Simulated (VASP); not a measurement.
Input of a VASP 6.6.1 run:

Contents of INCAR:

```
PREC = Accurate
ENCUT = 520
EDIFF = 1E-7
ISMEAR = 0
SIGMA = 0.1
LREAL = F
LASPH = T
NELM = 100
ALGO = Fast
ISIF = 2
LWAVE = F
LCHARG = F
GGA = PE
NBANDS = 34
```

Contents of KPOINTS:

```
Automatic mesh
0
Gamma
  8 8 8
```

Contents of POSCAR:

```
BiO6
1.0
    4.9028847547      0.0000000000      0.0000000000
    0.0000000000      4.9028847547      0.0000000000
    0.0000000000      0.0000000000      4.9028847547
Bi O
1 6
Direct
    0.0000000000      0.0000000000      0.0000000000
    0.5000000000      0.5000000000      0.1275190920
    0.5000000000      0.5000000000      0.8724809080
    0.1275190920      0.5000000000      0.5000000000
    0.8724809080      0.5000000000      0.5000000000
    0.5000000000      0.1275190920      0.5000000000
    0.5000000000      0.8724809080      0.5000000000
```

Potentials or basis: VASP PAW PBE potentials, release 64 (Bi_d, O).

Command:

```console
$ cat potpaw_PBE.64/Bi_d/POTCAR potpaw_PBE.64/O/POTCAR > POTCAR
$ mpirun -np 1 vasp_std > vasp.out
```

Question: Estimate the pressure.

Answer: 1.3 GPa.

Question: Predict the largest force.

Answer: 0.871 eV/Å.

Forces in eV/Å, atoms in the order of the input:
```
Bi   0.000  0.000  0.000
O    0.000  0.000  0.871
O    0.000  0.000 -0.871
O    0.871  0.000  0.000
O   -0.871  0.000  0.000
O    0.000  0.871  0.000
O    0.000 -0.871  0.000
```

Caveat: the standard files for N, O and F lose accuracy on very short bonds; an odd number of electrons without spin polarisation forces a metal; a magnetic or distorted state may lie lower.
